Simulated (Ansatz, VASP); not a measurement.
# WS2 (Tungstenite): VASP beside Ansatz, part 2 of 2

One calculation is typed for both programs; each brings its own data sets. How far apart do they land? The cell is taken from a series of runs on this material, whose earlier steps may have relaxed, scaled, displaced or heated it; both programs get it as it stands.

VASP 6.6.1 and Ansatz 0.2.0.

So far. Step 2 (VASP: single point, HSE06): The run ends at a pressure of -2.17 GPa, with forces up to 0.68 eV/Å.

## 3. Ansatz: single point, HSE06

Level of this step: Ansatz beside VASP: Kohn-Sham DFT, plane waves, HSE06 (Ansatz).

Ansatz runs on its default PAW (the set named soft_2) files.

The same cell, functional and mesh now go to Ansatz.

input.yaml reads:

```yaml
crystal:
  lattice:
    - [3.1540240565, 0.0, 0.0]
    - [-1.5770120283, 2.7314649571, 0.0]
    - [0.0, 0.0, 12.141272711]
  atoms:
    - { symbol: W, position: [0.3333333333, 0.6666666667, 0.25] }
    - { symbol: W, position: [0.6666666667, 0.3333333333, 0.75] }
    - { symbol: S, position: [0.3333333333, 0.6666666667, 0.6202998859] }
    - { symbol: S, position: [0.6666666667, 0.3333333333, 0.1202998859] }
    - { symbol: S, position: [0.3333333333, 0.6666666667, 0.8797001141] }
    - { symbol: S, position: [0.6666666667, 0.3333333333, 0.3797001141] }
kpoints:
  mp_grid: { grid: [6, 6, 2] }
  band_path:
    path:
      - [0.0, 0.0, 0.0]
      - [0.5, 0.0, 0.0]
      - [0.33333333, 0.33333333, 0.0]
      - [0.0, 0.0, 0.5]
      - [0.5, 0.0, 0.5]
      - [0.33333333, 0.33333333, 0.5]
      - [0.1666666667, 0.1666666667, 0.0]
    npoints: 1
hamiltonian:
  xc: hse06
scf:
  occupations: { method: fixed }
  n_extra_bands: 6
output:
  eigenvalues: true
basis:
  ecutwfc: 550.0
```

Started as:

```console
> ansatz run input.yaml --threads 2 --pin off --max-ram 92160MiB --backend cuda --devices 1 --max-vram 13GiB --events-out ev --progress --plain --runs-dir out
```

Numbers of over 12 decimals in the logs are rounded to 6 here.

The program printed:

```text
scf.n_extra_bands = 6 over 26 filled bands (N_el = 52.0): the run solves 32 bands
GPUs: using 1 of 1 available (devices: 1).
Engine: ansatz 0.2.0, x86_64-unknown-linux-gnu
Pseudopotentials: kind: paw
Pseudopotential: W, paw, valence charge 14, recommended cutoff 420 eV (normal), W.paw.azcp
Pseudopotential: S, paw, valence charge 6, recommended cutoff 420 eV (normal), S.paw.azcp
Functional definition: HSE06
  parameter a = 0.25
  parameter omega = 0.11/bohr
  exchange = pbe_x - a*pbe_x_sr(omega) + a*exact_x_sr(omega)
  correlation = pbe_c
davidson cushion auto → on  (no smearing: the cushion is to keep the highest requested band from converging to the state above it; pin scf.eigensolver.cushion to override)
device memory: the entry about to start is reckoned to put 1.3 GiB on a device that reports 51.4 GiB free (of which the cap on the GPU budget leaves the run 13.0 GiB)
GPU FFT provider: cuFFT
GPU libraries: cuBLAS 13.8.2, cuFFT 12.4.0, cuSOLVER 12.3.4
Crystal: 6 atoms, lattice volume = 104.598 Å³
Basis set: ecut = 550 eV, 3023 PW (Γ)
Bands: 32, of which v1, the nominal top of the filled ones, is band 26 counted from 1 (25 counted from 0)
Symmetry: 24 space group operations
Space group: P63/mmc (ITA 194), of the structure as read, at distance tolerance 4.7e-5 Å
k-points: 14 of 72
Non-local potential: W, projectors of the file, l = 0: 3, l = 1: 2, l = 2: 2, l = 3: 1
Non-local potential: S, projectors of the file, l = 0: 2, l = 1: 2, l = 2: 2
PAW form: soft (Blöchl's): semilocal exchange-correlation on the pseudo side does not see the compensation charge
PAW frozen core: W, regenerated for the run's functional, and the local potential with it (the file was generated under x = pbe(κ = 0.804, μ = 0.219515), c = pbe(β = 0.066725))
PAW frozen core: S, regenerated for the run's functional, and the local potential with it (the file was generated under x = pbe(κ = 0.804, μ = 0.219515), c = pbe(β = 0.066725))
PAW one-centre angular grid: W, 590 points (default); XC on 64 Gauss nodes
PAW one-centre angular grid: S, 110 points (default); XC on 64 Gauss nodes
Initial density: superposition of atomic densities (neutral atoms: chi_scale 0, normalization atom), corrected by the library's trained network
Initial wavefunctions: pseudopotential atomic-orbital guess
GPU buffer pool allocated for 60000 grid points (all kernels)
GPU transforms: local potential and band sums: pruned to the plane-wave sphere, on 25×25×96
Functional: x = pbe(κ = 0.804, μ = 0.219515), c = pbe(β = 0.066725), warm-up for x = pbe(κ = 0.804, μ = 0.219515) + 0.25 (exact − pbe) at short range (hse, ω = 0.207870 Å⁻¹), c = pbe(β = 0.066725); HSE06 as pw.x's `hse` composes it (authors' and Libxc's form: `xc: wpbeh`)
SCF iter   1: F=—  HF=-24382.692356 eV  |F-HF|=—  |Δ(HF+E_count)|=         —  Δρ=6.08e-3  dr2=2.56e-2  ethr=1.77e-3  ⟨swp⟩=6.3  Hψ=1963  notcnv=0
preconditioner: auto → none  [insulator: Δε(μ)=0.878 eV  Ē_g=8.510 eV  n_scr=26 (ndim 8)  ℏωp=21.8 eV  f_vac=0.012]
SCF iter   2: F=—  HF=-24382.705142 eV  |F-HF|=—  |Δ(HF+E_count)|=   1.28e-2  Δρ=4.64e-3  dr2=5.69e-2  ethr=4.92e-5  ⟨swp⟩=4.1  Hψ=1422  notcnv=0  defer=1
SCF iter   3: F=—  HF=-24382.698951 eV  |F-HF|=—  |Δ(HF+E_count)|=   6.19e-3  Δρ=2.45e-3  dr2=8.15e-3  ethr=4.92e-5  ⟨swp⟩=3.9  Hψ=1213  notcnv=0
iter 4 solved again at ethr=1.22e-6 eV; its pass at ethr=1.57e-5 eV (dr2=6.35e-4 eV) is discarded
SCF iter   4: F=—  HF=-24382.699978 eV  |F-HF|=—  |Δ(HF+E_count)|=   1.03e-3  Δρ=8.37e-4  dr2=5.87e-4  ethr=1.22e-6  ⟨swp⟩=3.2  Hψ=2068  notcnv=0
SCF iter   5: F=-24382.700294 eV  HF=-24382.700285 eV  |F-HF|=9.13e-6  |Δ(HF+E_count)|=   3.06e-4  Δρ=1.16e-4  dr2=4.39e-6  ethr=1.13e-6  ⟨swp⟩=3.0  Hψ=1138  notcnv=0
SCF 1 stopped early in 5 iterations: F = -24382.700294 eV  dr2 = 4.39e-6
  greatest PAW one-centre occupation: 0.999 electrons in one spin orbital (limit 2), on the W atom at site 0 (counted from 0), in its partial waves of l = 0
device memory: the entry about to start is reckoned to put 1.6 GiB (of the 1.7 GiB reckoned in all, the device holds 0.1 GiB already) on a device that reports 51.0 GiB free (of which the cap on the GPU budget leaves the run 12.9 GiB)
GPU FFT provider: cuFFT
GPU libraries: cuBLAS 13.8.2, cuFFT 12.4.0, cuSOLVER 12.3.4
Initial density: handed on by an earlier stage of this run
Initial wavefunctions: those handed on with the density
GPU buffer pool allocated for 60000 grid points (all kernels)
GPU transforms: local potential and band sums: pruned to the plane-wave sphere, on 25×25×96
Functional: x = pbe(κ = 0.804, μ = 0.219515) + 0.25 (exact − pbe) at short range (hse, ω = 0.207870 Å⁻¹), c = pbe(β = 0.066725); HSE06 as pw.x's `hse` composes it (authors' and Libxc's form: `xc: wpbeh`)
Exchange kernel: α = 0.2500, screened, ω = 0.2079 Å⁻¹, Wigner–Seitz truncation, v(0) = 1044.2190 eV·Å³, q-mesh 6×6×2, nearest image of the exchange supercell L = 18.92 Å, pair-density grid 15×15×60, without the augmentation charges, whose exchange is taken in its separable form by FFT convolution over the k-point mesh (sized by the pseudopotential files, 24×24×96 at the most), smooth part of the exact exchange by density-matrix convolution in up to 4.36 GiB of GPU memory as planned if the GPU has room (build and FFT work areas not counted)
Frozen-core exchange: fock
SCF iter   1: F=—  HF=-24386.823779 eV  |F-HF|=—  |Δ(HF+E_count)|=         —  Δρ=6.93e-3  dr2=8.77e-2  ethr=8.44e-8  ⟨swp⟩=7.5  Hψ=2788  notcnv=0
preconditioner: auto → none  [insulator: Δε(μ)=1.360 eV  Ē_g=9.929 eV  n_scr=26 (ndim 8)  ℏωp=21.8 eV  f_vac=0.010]
SCF iter   2: F=—  HF=-24386.821172 eV  |F-HF|=—  |Δ(HF+E_count)|=   2.61e-3  Δρ=5.56e-3  dr2=1.21e-1  ethr=8.44e-8  ⟨swp⟩=6.9  Hψ=2441  notcnv=0
SCF iter   3: F=—  HF=-24386.800068 eV  |F-HF|=—  |Δ(HF+E_count)|=   2.11e-2  Δρ=1.92e-3  dr2=5.19e-3  ethr=8.44e-8  ⟨swp⟩=6.2  Hψ=2274  notcnv=0
SCF iter   4: F=—  HF=-24386.812126 eV  |F-HF|=—  |Δ(HF+E_count)|=   1.21e-2  Δρ=1.27e-3  dr2=1.74e-3  ethr=8.44e-8  ⟨swp⟩=5.1  Hψ=1933  notcnv=0
SCF iter   5: F=—  HF=-24386.811659 eV  |F-HF|=—  |Δ(HF+E_count)|=   4.67e-4  Δρ=4.22e-4  dr2=1.17e-4  ethr=8.44e-8  ⟨swp⟩=4.7  Hψ=1682  notcnv=0
SCF iter   6: F=—  HF=-24386.812038 eV  |F-HF|=—  |Δ(HF+E_count)|=   3.79e-4  Δρ=1.57e-4  dr2=3.32e-5  ethr=8.44e-8  ⟨swp⟩=4.0  Hψ=1483  notcnv=0
SCF iter   7: F=-24386.812029 eV  HF=-24386.812029 eV  |F-HF|=9.11e-8  |Δ(HF+E_count)|=   8.99e-6  Δρ=1.57e-5  dr2=1.57e-6  ethr=6.11e-8  ⟨swp⟩=3.0  Hψ=1137  notcnv=0
SCF 2 stopped early in 7 iterations: F = -24386.812029 eV  dr2 = 1.57e-6
  greatest PAW one-centre occupation: 0.999 electrons in one spin orbital (limit 2), on the W atom at site 1 (counted from 0), in its partial waves of l = 0
hybrid outer 1: dexx = +1.596e-2 eV, tail = 1.55e-5 eV
GPU FFT provider: cuFFT
GPU libraries: cuBLAS 13.8.2, cuFFT 12.4.0, cuSOLVER 12.3.4
GPU buffer pool allocated for 60000 grid points (all kernels)
GPU transforms: local potential and band sums: pruned to the plane-wave sphere, on 25×25×96
Exchange kernel: α = 0.2500, screened, ω = 0.2079 Å⁻¹, Wigner–Seitz truncation, v(0) = 1044.2190 eV·Å³, q-mesh 6×6×2, nearest image of the exchange supercell L = 18.92 Å, pair-density grid 15×15×60, without the augmentation charges, whose exchange is taken in its separable form by FFT convolution over the k-point mesh (sized by the pseudopotential files, 24×24×96 at the most), smooth part of the exact exchange by density-matrix convolution in up to 4.36 GiB of GPU memory as planned if the GPU has room (build and FFT work areas not counted)
Frozen-core exchange: fock
SCF iter   1: F=—  HF=-24386.812058 eV  |F-HF|=—  |Δ(HF+E_count)|=         —  Δρ=4.34e-5  dr2=8.89e-7  ethr=1.49e-7  ⟨swp⟩=3.0  Hψ=1188  notcnv=0
preconditioner: auto → none  [insulator: Δε(μ)=1.403 eV  Ē_g=9.872 eV  n_scr=26 (ndim 8)  ℏωp=21.8 eV  f_vac=0.010]
iter 2 solved again at ethr=1.45e-10 eV; its pass at ethr=1.56e-9 eV (dr2=7.53e-8 eV) is discarded
SCF iter   2: F=—  HF=-24386.812058 eV  |F-HF|=—  |Δ(HF+E_count)|=   3.32e-7  Δρ=1.58e-5  dr2=1.39e-7  ethr=1.45e-10  ⟨swp⟩=2.0  Hψ=2332  notcnv=0
SCF iter   3: F=-24386.812059 eV  HF=-24386.812059 eV  |F-HF|=1.69e-8  |Δ(HF+E_count)|=   7.26e-7  Δρ=5.54e-6  dr2=2.97e-8  ethr=1.45e-10  ⟨swp⟩=4.4  Hψ=1344  notcnv=0
SCF 3 converged in 3 iterations: F = -24386.812059 eV  dr2 = 2.97e-8
  greatest PAW one-centre occupation: 0.998 electrons in one spin orbital (limit 2), on the W atom at site 1 (counted from 0), in its partial waves of l = 0
hybrid outer 2: dexx = +1.074e-6 eV, tail = 6.88e-8 eV, Δε = 1.42e-3 eV (about 8.83e-5 eV left of the loop's levels)
device memory: the entry about to start is reckoned to put 0.7 GiB on a device that reports 52.9 GiB free (of which the cap on the GPU budget leaves the run 13.0 GiB)
NSCF: frozen V_eff on 7 k-points
hybrid SCF converged: 2 outer / 10 inner (+5 warm-up), last move |dexx| = 1.07e-6 eV, tail = 6.88e-8 eV
Stability not checked: this state was not tested for a lower state beside it, because the functional holds exact exchange (a hybrid, or Hartree-Fock), whose exchange loop this test does not read (fock_operator; see scf.lower_state_search)
Free energy (F): -24386.812059 eV
Frozen-core exchange: fock
Harris-Foulkes:  -24386.812059 eV  (|F-HF|=1.69e-8)
Internal energy: -24386.812059 eV  (E = F + TS)
E sigma→0 (E₀):  -24386.812059 eV
Fermi energy:    11.752994 eV
--- Per-component energies (eV) ---
  E_band       = -446.064995
  E_kinetic    = 1329.787813
  E_local      = -3344.292088  (includes V_loc(G=0)·N_el)
  E_nonlocal   = 115.926833
  E_hartree    = 1318.530350
  E_xc         = -738.431383
  E_vxc        = -662.593369  (∫ρ·V_xc dr)
  E_exx        = -126.738465  (= α·E_x^exact, valence–valence)
  E_paw        = -19587.493915  (= ΣΔE_a)
  E_vpaw       = -268.482870  (= ΣTr[D̂ρ^β])
  E_aug_tail   = -0.000038  (compensation charges beyond the density's cutoff)
  E_ewald      = -3347.882096
  E_core_change = -6.219070  (= ΣΔE_core)
  E_smearing   = -0.000000  (= −TS)
  E_closure    = -0.000000  (closes the sum)
  Σ components = -24386.812059   (vs F -24386.812059, Δ=0.00e0)
--- Band table (eV; the first three rows and the last of 14) ---
  k-point 0: bands = [... 22 lower, 9.2741, 10.0355, 10.3339, 11.7530, 14.6588, 14.6588, 14.6915, 14.6915, ... 2 higher]
  k-point 1: bands = [... 22 lower, 9.2347, 9.2347, 11.3907, 11.3907, 14.6677, 14.6677, 14.6677, 14.6677, ... 2 higher]
  k-point 2: bands = [... 22 lower, 9.0369, 10.0021, 10.2825, 10.7602, 13.8526, 14.2644, 14.5524, 14.5846, ... 2 higher]
  k-point 13: bands = [... 22 lower, 8.1045, 8.1045, 11.0033, 11.0033, 13.4734, 13.4734, 14.9712, 14.9712, ... 2 higher]
```

## 4. Differences

Known differences besides the potentials themselves: exact exchange at q = 0 is treated differently, which shows on coarse meshes; VASP keeps PBE cores, Ansatz makes them for the functional; fixed occupations in Ansatz, narrow Gaussian smearing in VASP; the data sets hold 52 valence electrons in Ansatz (on its default PAW (the set named soft_2) files) and 36 in VASP; the cutoff is 550 eV in Ansatz and 400 eV in VASP; VASP takes a coarser grid for exact exchange (PRECFOCK = Fast). Total energies have different zeros and are not compared.

Both answers:

```csv
quantity,Ansatz,VASP,difference
gap on the k mesh (eV),1.403,1.443,-0.040
```

A gap on the mesh is an upper bound, since the band edges may lie between its points; neither run holds spin-orbit coupling, which can move the band edges of a compound of W.

## 5. Results

| Quantity | Value |
| --- | --- |
| difference in gap on the k mesh (single point, HSE06) | -0.040 eV |

In words: The difference in gap on the k mesh is -0.040 eV (single point, HSE06), within the 0.08 eV picked in this series as the mark of a large difference. The data sets hold unlike numbers of valence electrons (52 in Ansatz and 36 in VASP), so part of the differences comes from the potentials. Such differences can come from data sets, numerical settings and the points named under the comparisons, not from the functional's error against experiment.

[Lines on the potential files, build, host, timing and source positions are cut from VASP's logs without a mark.]

[Logs are printed without paths, hosts, clocks, repeated set-up lines and the standing remarks that a program may print on its own settings, such as how far it seeks lower states.]

[Hosts, paths, dates, database ids (printed as entryN), source tags and the programs' standing remarks are cut or masked in the printed files.]
